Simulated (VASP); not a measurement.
# A VASP study of P2W (rev-vdW-DF2): structure first, properties next, part 2 of 6

What structure and properties does rev-vdW-DF2 give P2W, and how near are they to the measured ones? The start is a cell from a database of measured crystal structures.

VASP 6.6.1; rev-vdW-DF2; plane waves and PAW (P, W).

So far. Step 2 (Full relaxation (rev-vdW-DF2)): It ends with a largest force of 0.005 eV/Å and a pressure of -0.01 GPa. The volume lies +1.1 % from that of the database's start.

**3. Second relaxation**

A relaxation keeps the plane waves of the cell it began with, so it is repeated from the new cell, on a basis made for it.

Input file INCAR:

```
SYSTEM = P2W
PREC = Accurate
ENCUT = 400
EDIFF = 1E-06
NELM = 100
ISMEAR = 0
SIGMA = 0.05
LREAL = .FALSE.
ALGO = Normal
GGA = MK
AGGAC = 0
LUSE_VDW = .TRUE.
PARAM1 = 0.1234
PARAM2 = 0.711357
ZAB_VDW = -1.8867
LASPH = .TRUE.
NBANDS = 22
LORBIT = 11
LWAVE = .FALSE.
LCHARG = .FALSE.
KPAR = 4
IBRION = 2
NSW = 60
ISIF = 3
EDIFFG = -0.01
```

Input file POSCAR:

```
P2W
1.0
    0.0000000000     -3.1817904227      0.0000000000
   -4.2648654611      1.5908952114     -0.0023169121
   -0.5942634522      1.5908952114     -6.5268136071
P W
4 2
Direct
    0.8620029659      0.7490643294      0.9749416024
    0.1379970341      0.2509356706      0.0250583976
    0.4005650710      0.1989252769      0.6022048652
    0.5994349290      0.8010747231      0.3977951348
    0.1580616582      0.6096052188      0.7065180975
    0.8419383418      0.3903947812      0.2934819025
```

Input file KPOINTS:

```
Automatic mesh
0
Gamma
8 8 8
0 0 0
```

Potentials, in the order of the species: P and W (PBE family, release 64).

On the command line:

```console
$ mpirun -np 4 vasp_std
```

What it wrote:

```text
[banner, memory and clock lines left out]
running    4 mpi-ranks, on    1 nodes
 distrk:  each k-point on    1 cores,    4 groups
 distr:  one band on    1 cores,    1 groups

 POSCAR found type information on POSCAR P W
 POSCAR found :  2 types and       6 ions
 [... a notice as in an earlier step ...]

 [... a notice as in an earlier step ...]

 LDA part: xc-table for (Slater+PW92), standard interpolation
 POSCAR, INCAR and KPOINTS ok, starting setup
 FFT: planning ... GRIDC
 FFT: planning ... GRID_SOFT
 FFT: planning ... GRID
 WAVECAR not read
 entering main loop
       N       E                     dE             d eps       ncg     rms          rms(c)
DAV:   1     0.979130038186E+02    0.97913E+02   -0.11875E+04  6600   0.104E+03
DAV:   2    -0.358147986058E+02   -0.13373E+03   -0.12593E+03  8778   0.229E+02
DAV:   3    -0.432635237569E+02   -0.74487E+01   -0.71646E+01  9032   0.490E+01
DAV:   4    -0.434432909670E+02   -0.17977E+00   -0.17789E+00  9102   0.803E+00
DAV:   5    -0.434472093204E+02   -0.39184E-02   -0.39132E-02  9044   0.104E+00    0.364E+01
DAV:   6    -0.420179833352E+02    0.14292E+01   -0.80516E+00 10356   0.137E+01    0.147E+01
DAV:   7    -0.418082890144E+02    0.20969E+00   -0.22382E+00  9188   0.856E+00    0.100E+01
DAV:   8    -0.416776456522E+02    0.13064E+00   -0.38674E-01  9422   0.403E+00    0.495E-01
DAV:   9    -0.416773493056E+02    0.29635E-03   -0.32905E-02  8796   0.105E+00    0.395E-01
DAV:  10    -0.416772189590E+02    0.13035E-03   -0.20538E-03  8308   0.281E-01    0.230E-01
DAV:  11    -0.416772103957E+02    0.85632E-05   -0.37354E-04  8546   0.109E-01    0.758E-02
DAV:  12    -0.416772264243E+02   -0.16029E-04   -0.75695E-05  8690   0.492E-02    0.174E-02
DAV:  13    -0.416772254595E+02    0.96475E-06   -0.43295E-06  8318   0.136E-02
   1 F= -.41677225E+02 E0= -.41676331E+02  d E =-.416772E+02
 curvature:   0.00 expect dE= 0.000E+00 dE for cont linesearch  0.000E+00
 trial: gam= 0.00000 g(F)=  0.482E-05 g(S)=  0.899E-05 ort = 0.000E+00 (trialstep = 0.100E+01)
 search vector abs. value=  0.138E-04
 reached required accuracy - stopping structural energy minimisation
```

The job ended after 2.2 min (4 MPI ranks of AMD EPYC 7R43, shared host; peak memory 1.9 GiB).

OUTCAR, selected parts (step 3):

```text
  LATTYP: Found a base centered monoclinic cell.
 ALAT       =     8.5297321809
 B/A-ratio  =     0.3730234848
 C/A-ratio  =     0.8776530682
 COS(beta)  =    -0.4898458011

The static configuration has the point symmetry C_2h.

 Found    150 irreducible k-points:

   ENCUT  =  400.0 eV  29.40 Ry    5.42 a.u.   5.19  7.42 11.00*2*pi/ulx,y,z

   NELECT =      32.0000    total number of electrons

 E-fermi :   9.2858

 k-point     1 :       0.0000    0.0000    0.0000
  band No.  band energies     occupation
    ...
     12       6.2910      2.00000
     13       6.9547      2.00000
     14       7.1161      2.00000
     15       7.5240      2.00000
     16       8.9429      2.00000
     17       9.7145      0.00000
     18      10.2447      0.00000
     19      11.0529      0.00000
     20      12.1845      0.00000
     21      12.8383      0.00000
    ...

 k-point     2 :       0.1250    0.0000    0.0000
  band No.  band energies     occupation
    ...
     12       6.2123      2.00000
     13       6.2769      2.00000
     14       6.9890      2.00000
     15       7.4549      2.00000
     16       9.1070      2.00000
     17       9.6857      0.00000
     18      10.3027      0.00000
     19      11.1540      0.00000
     20      12.2072      0.00000
     21      12.6020      0.00000
    ...

Total vdW correction in eV:      3.2430946

  Total       -0.0256395     -0.0031324      0.0013438      0.0000000      0.0000000     -0.0149923
  in kB       -0.4638349     -0.0566663      0.0243098      0.0000000      0.0000000     -0.2712211
  external PRESSURE =      -0.1653971 kB  Pullay stress =       0.0000000 kB

 POSITION                                       TOTAL-FORCE (eV/Angst)
 -----------------------------------------------------------------------------------
     -3.77403      0.00000     -6.36500        -0.003582      0.000000     -0.001238
     -1.08510      0.00000     -0.16413         0.003582     -0.000000      0.001238
     -1.20626      0.00000     -3.93094         0.003914     -0.000000      0.001395
     -3.65287     -0.00000     -2.59819        -0.003914      0.000000     -0.001395
     -3.01974      1.59090     -4.61272         0.004058     -0.000000      0.001374
     -1.83939     -1.59090     -1.91641        -0.004058      0.000000     -0.001374
 -----------------------------------------------------------------------------------
    total drift:                               -0.000000     -0.000000     -0.000000

  FREE ENERGIE OF THE ION-ELECTRON SYSTEM (eV)
  ---------------------------------------------------
  free  energy   TOTEN  =       -41.6772254595 eV

  energy  without entropy=      -41.6754363302  energy(sigma->0) =      -41.67633089

Total vdW correction in eV:      3.2431357

[... 6 parts as in an earlier step ...]

[... 7 further parts left out ...]
```

CONTCAR:

```
P2W
   1.00000000000000
     0.0000000000000000   -3.1817904226999998    0.0000000000000000
    -4.2648654611000003    1.5908952113999999   -0.0023169121000000
    -0.5942634522000000    1.5908952113999999   -6.5268136071000002
  P               W
     4     2
Direct
     0.8620029658999968    0.7490643293999995    0.9749416024000013
     0.1379970341000032    0.2509356706000005    0.0250583975999987
     0.4005650710000026    0.1989252768999989    0.6022048652000009
     0.5994349289999974    0.8010747231000011    0.3977951347999991
     0.1580616581999976    0.6096052187999987    0.7065180975000018
     0.8419383418000024    0.3903947812000013    0.2934819024999982
```

Little changed from the start: no atom moved by 0.005 Å and no cell edge by 0.1 %.

Numbers from this step:

| Property | Result |
| --- | --- |
| pressure | -0.01654 GPa |
| SCF cycles over all ionic steps | 13 |

It ends with a largest force of 0.004 eV/Å and a pressure of -0.02 GPa. The volume moved by under 0.01 %: the run met its threshold at the first step.

**4. Single point with fields (rev-vdW-DF2)**

A single point on the relaxed cell gives a clean self-consistent state, with density, ELF and potential written out.

Changes to INCAR since step 3:

```diff
@@ -19,7 +19,5 @@
 LWAVE = .FALSE.
-LCHARG = .FALSE.
-KPAR = 4
-IBRION = 2
-NSW = 60
-ISIF = 3
-EDIFFG = -0.01
+LCHARG = .TRUE.
+ISIF = 2
+LELF = .TRUE.
+LVHAR = .TRUE.
```

POSCAR is that of step 3.

KPOINTS is that of step 3.

On the command line:

```console
$ mpirun -np 4 vasp_std
```

What it wrote:

```text
[banner, memory and clock lines left out]
running    4 mpi-ranks, on    1 nodes
 distrk:  each k-point on    4 cores,    1 groups
 distr:  one band on    1 cores,    4 groups

 POSCAR found type information on POSCAR P W
 POSCAR found :  2 types and       6 ions
 [... a notice as in an earlier step ...]

 [... a notice as in an earlier step ...]

 LDA part: xc-table for (Slater+PW92), standard interpolation
|                                                                             |
|           W    W    AA    RRRRR   N    N  II  N    N   GGGG   !!!           |
|           W    W   A  A   R    R  NN   N  II  NN   N  G    G  !!!           |
|           W    W  A    A  R    R  N N  N  II  N N  N  G       !!!           |
|           W WW W  AAAAAA  RRRRR   N  N N  II  N  N N  G  GGG   !            |
|           WW  WW  A    A  R   R   N   NN  II  N   NN  G    G                |
|           W    W  A    A  R    R  N    N  II  N    N   GGGG   !!!           |
|                                                                             |
|     The number of bands has been changed from the values supplied in        |
|     The orbitals not found in the WAVECAR file will be initialized with     |
|     random numbers, which is usually adequate. For correlated               |
|     calculations, however, you should redo the groundstate calculation.     |
|     I found NBANDS = 22. Now, NBANDS = 24.                                  |
|                                                                             |

 POSCAR, INCAR and KPOINTS ok, starting setup
 FFT: planning ... GRIDC
 FFT: planning ... GRID_SOFT
 FFT: planning ... GRID
 WAVECAR not read
 entering main loop
       N       E                     dE             d eps       ncg     rms          rms(c)
DAV:   1     0.915743673541E+02    0.91574E+02   -0.11757E+04  7200   0.957E+02
DAV:   2    -0.360748110250E+02   -0.12765E+03   -0.11889E+03  9240   0.215E+02
DAV:   3    -0.432879924848E+02   -0.72132E+01   -0.69502E+01 10064   0.464E+01
DAV:   4    -0.434426371517E+02   -0.15464E+00   -0.15384E+00  9416   0.738E+00
DAV:   5    -0.434472331147E+02   -0.45960E-02   -0.45928E-02 10328   0.105E+00    0.364E+01
DAV:   6    -0.420158054709E+02    0.14314E+01   -0.62854E+00 11248   0.126E+01    0.145E+01
DAV:   7    -0.418074098809E+02    0.20840E+00   -0.18086E+00 10088   0.800E+00    0.102E+01
DAV:   8    -0.416777280554E+02    0.12968E+00   -0.30572E-01 10448   0.369E+00    0.478E-01
DAV:   9    -0.416773700492E+02    0.35801E-03   -0.30116E-02  9368   0.976E-01    0.426E-01
DAV:  10    -0.416772325244E+02    0.13752E-03   -0.20786E-03  9328   0.258E-01    0.237E-01
DAV:  11    -0.416772097968E+02    0.22728E-04   -0.33527E-04  9432   0.975E-02    0.892E-02
DAV:  12    -0.416772269940E+02   -0.17197E-04   -0.78689E-05  9632   0.460E-02    0.161E-02
DAV:  13    -0.416772253250E+02    0.16690E-05   -0.47658E-06  9376   0.129E-02    0.749E-03
DAV:  14    -0.416772249963E+02    0.32869E-06   -0.78197E-07  6528   0.498E-03
   1 F= -.41677225E+02 E0= -.41676330E+02  d E =-.178906E-02
```

Wall time 2.4 min (4 MPI ranks); peak memory 1.1 GiB.

OUTCAR, selected parts (step 4):

```text
The static configuration has the point symmetry C_2h.

 Found    150 irreducible k-points:

   k-points           NKPTS =    150   k-points in BZ     NKDIM =    150   number of bands    NBANDS=     24

   NELECT =      32.0000    total number of electrons

 E-fermi :   9.2858

 k-point     1 :       0.0000    0.0000    0.0000
  band No.  band energies     occupation
    ...
     12       6.2909      2.00000
     13       6.9547      2.00000
     14       7.1161      2.00000
     15       7.5240      2.00000
     16       8.9429      2.00000
     17       9.7145      0.00000
     18      10.2447      0.00000
     19      11.0528      0.00000
     20      12.1845      0.00000
     21      12.8382      0.00000
    ...

 k-point     2 :       0.1250    0.0000    0.0000
  band No.  band energies     occupation
    ...
     12       6.2122      2.00000
     13       6.2768      2.00000
     14       6.9890      2.00000
     15       7.4549      2.00000
     16       9.1069      2.00000
     17       9.6857      0.00000
     18      10.3026      0.00000
     19      11.1539      0.00000
     20      12.2072      0.00000
     21      12.6019      0.00000
    ...

Total vdW correction in eV:      3.2431169

  Total       -0.0242495     -0.0029143      0.0028828      0.0000000      0.0000000     -0.0153811
  in kB       -0.4386891     -0.0527219      0.0521515      0.0000000      0.0000000     -0.2782537
  external PRESSURE =      -0.1464199 kB  Pullay stress =       0.0000000 kB

 POSITION                                       TOTAL-FORCE (eV/Angst)
 -----------------------------------------------------------------------------------
     -3.77403      0.00000     -6.36500        -0.003419      0.000000     -0.001007
     -1.08510      0.00000     -0.16413         0.003419     -0.000000      0.001007
     -1.20626      0.00000     -3.93094         0.003711     -0.000000      0.001454
     -3.65287     -0.00000     -2.59819        -0.003711      0.000000     -0.001454
     -3.01974      1.59090     -4.61272         0.004297     -0.000000      0.001672
     -1.83939     -1.59090     -1.91641        -0.004297      0.000000     -0.001672
 -----------------------------------------------------------------------------------
    total drift:                               -0.000000     -0.000000     -0.000000

  FREE ENERGIE OF THE ION-ELECTRON SYSTEM (eV)
  ---------------------------------------------------
  free  energy   TOTEN  =       -41.6772249963 eV

  energy  without entropy=      -41.6754359358  energy(sigma->0) =      -41.67633047

Total vdW correction in eV:      3.2431151

[... 8 parts as in an earlier step ...]

[... 5 further parts left out ...]
```

This step gave:

```yaml
scf_cycles: 14
bands: 24
pressure: -0.01464 GPa
```

Valence electrons inside each PAW sphere by angular momentum. Sphere charges, by row:

```
atom  s (e)  p (e)  d (e)  tot (e)
  P1  1.033  1.446      0    2.479
  P2  1.033  1.446      0    2.479
  P3  1.037  1.412      0     2.45
  P4  1.037  1.412      0     2.45
  W5  0.562  0.684  4.422    5.668
  W6  0.562  0.684  4.422    5.668
```

Valence density in the ac plane of the conventional cell at fractional y = 0.000, with atoms of P and W within 0.2 Å of it. It is the smooth field of the valence electrons, not physical close to the nuclei.

Ten even steps from '_' (-0.17 e/Å³) to '@' (0.87 e/Å³), each cell a mean:
```
%%%%**##%%**==------::::::::::::--==**++__::%%%%
**##%%@@##++====----::::::::::::--==####++**##**
==**####**++++==----::::::::::::--++%%%%##++====
--==++**##**++==----::::::::::----++****==--::--
--==++######**==------====------======----::::::
--++##%%@@%%**++++********++==--------::::::::--
==**##@@%%##****%%%%**%%##++==------::::::::----
++**##%%##++++##%%--::####++======--::::::::--==
==++****++==**%%**__--##++==========--::::----==
==++++==--==++##****##**====++****++--------====
======------==**%%##**====**##%%##**==----======
====----::--==++++++====**##====####======++++++
==----::::::--========++##==__==%%##++++**##**++
==--::::::::------====**%%++==%%%%****##%%%%##++
----::::::::------====**########**++##%%@@%%**++
--::::::::--====----====++++++====++##%%%%##++==
--::::--==++++==----------------==++**####**==--
------++####**==--::::::::::::--==++********++==
==++**##%%%%**==::::::::::::::--====++**##%%##**
##%%##::==##++--::::::::::::::----====##@@%%%%##
@@@@==__==##==----::::::::::::------++##++--##@@
```
Columns run along a (8.5 Å), rows up along c (7.5 Å), edges of the conventional cell, whose origin can differ from the input's. Atoms in or near the plane, at fractional coordinates: P at (0.14, 0.03), P at (0.86, 0.97), P at (0.60, 0.40), P at (0.40, 0.60), W at (0.84, 0.29), W at (0.16, 0.71).

ELF in the ac plane of the conventional cell at fractional y = 0.000, with atoms of P and W within 0.2 Å of it. It is the smooth field of the valence electrons, not physical close to the nuclei.

Values, 11 rows by 16 columns, each cell a mean:
```
0.77 0.71 0.79 0.63 0.29 0.31 0.26 0.09 0.06 0.09 0.11 0.28 0.56 0.41 0.52 0.78
0.54 0.70 0.54 0.25 0.21 0.28 0.22 0.12 0.10 0.11 0.18 0.54 0.78 0.68 0.43 0.30
0.25 0.16 0.05 0.02 0.15 0.40 0.59 0.56 0.54 0.40 0.34 0.46 0.47 0.26 0.09 0.15
0.20 0.05 0.01 0.07 0.46 0.84 0.68 0.63 0.74 0.49 0.40 0.36 0.18 0.07 0.13 0.26
0.24 0.17 0.13 0.25 0.72 0.68 0.35 0.53 0.46 0.42 0.63 0.54 0.20 0.10 0.23 0.32
0.39 0.30 0.19 0.23 0.56 0.72 0.67 0.40 0.38 0.60 0.67 0.66 0.36 0.18 0.26 0.36
0.29 0.26 0.11 0.12 0.40 0.57 0.43 0.47 0.60 0.34 0.63 0.80 0.34 0.10 0.11 0.18
0.25 0.15 0.07 0.15 0.32 0.38 0.44 0.69 0.71 0.69 0.82 0.51 0.10 0.00 0.02 0.17
0.20 0.10 0.28 0.55 0.56 0.36 0.29 0.40 0.44 0.47 0.37 0.19 0.06 0.08 0.21 0.32
0.45 0.48 0.62 0.76 0.61 0.21 0.08 0.07 0.07 0.17 0.31 0.26 0.27 0.59 0.79 0.68
0.84 0.62 0.33 0.52 0.35 0.14 0.13 0.08 0.07 0.20 0.28 0.25 0.54 0.70 0.60 0.78
```
Columns run along a (8.5 Å), rows up along c (7.5 Å), edges of the conventional cell, whose origin can differ from the input's. Atoms in or near the plane, at fractional coordinates: P at (0.14, 0.03), P at (0.86, 0.97), P at (0.60, 0.40), P at (0.40, 0.60), W at (0.84, 0.29), W at (0.16, 0.71).

Electrostatic potential energy in the ac plane of the conventional cell at fractional y = 0.000, with atoms of P and W within 0.2 Å of it. With pseudopotentials it is smooth inside the atoms' cores, unlike the true potential.

Ten even steps from '_' (-84 eV) to '@' (3 eV), each cell a mean:
```
%%==....++%%@@@@@@@@@@@@@@@@@@@@@@@@##..____--%%
%%**++**%%@@@@@@@@@@@@@@@@@@@@@@@@@@**..__--##@@
@@@@%%%%%%%%%%@@@@@@@@@@@@@@@@@@@@@@##++++##@@@@
@@@@%%%%######%%@@@@@@@@@@@@@@@@@@@@@@%%@@@@@@@@
@@@@%%******##%%@@@@@@@@@@@@@@@@@@@@@@@@@@@@@@@@
@@%%****++**##%%@@%%####%%@@@@@@@@@@@@@@@@@@@@@@
%%##**++**##%%@@%%==::--##@@@@@@@@@@@@@@@@@@@@@@
%%##****##%%%%%%==____::##@@@@@@@@@@@@@@@@@@@@@@
%%%%####%%@@@@**..____==%%@@@@@@@@@@@@@@@@@@@@@@
@@%%%%%%@@@@@@**::..==%%@@@@@@%%%%@@@@@@@@@@@@@@
@@@@@@@@@@@@@@##****%%@@@@%%++--++%%@@@@@@@@@@@@
@@@@@@@@@@@@@@@@@@@@@@@@%%==____--%%@@@@%%%%%%%%
@@@@@@@@@@@@@@@@@@@@@@@@**______++%%%%%%######%%
@@@@@@@@@@@@@@@@@@@@@@%%==____--%%@@%%******##%%
@@@@@@@@@@@@@@@@@@@@@@%%**==++%%@@%%##**++**##%%
@@@@@@@@@@@@@@@@@@@@@@@@%%%%@@@@@@%%********%%@@
@@@@@@@@@@@@@@@@@@@@@@@@@@@@@@@@@@%%##**##%%@@@@
@@@@@@%%##%%@@@@@@@@@@@@@@@@@@@@@@%%%%%%%%%%@@@@
@@@@##==::++%%@@@@@@@@@@@@@@@@@@@@@@@@@@%%%%%%%%
%%##--____--%%@@@@@@@@@@@@@@@@@@@@@@@@%%++--==##
%%++______**@@@@@@@@@@@@@@@@@@@@@@@@%%++..__::##
```
Columns run along a (8.5 Å; values clipped at the 3rd and 97th percentile), rows up along c (7.5 Å), edges of the conventional cell, whose origin can differ from the input's. Atoms in or near the plane, at fractional coordinates: P at (0.14, 0.03), P at (0.86, 0.97), P at (0.60, 0.40), P at (0.40, 0.60), W at (0.84, 0.29), W at (0.16, 0.71).

In this run the pressure is -0.01 GPa, small enough to go on.

(Continued in part 3 of 6.)

[Lines on the potential files, build, host, timing and source positions are cut from VASP's logs without a mark.]

[Logs are printed without paths, hosts, clocks, repeated set-up lines and the standing remarks that a program may print on its own settings, such as how far it seeks lower states.]

[Hosts, paths, dates, database ids (printed as entryN), source tags and the programs' standing remarks are cut or masked in the printed files.]

[A measured line is paired with the nearest computed mode of its activity, which favours agreement.]

[In band tables of VASP the shares of atoms and orbitals are scaled to a sum of 1 inside the atoms' spheres.]
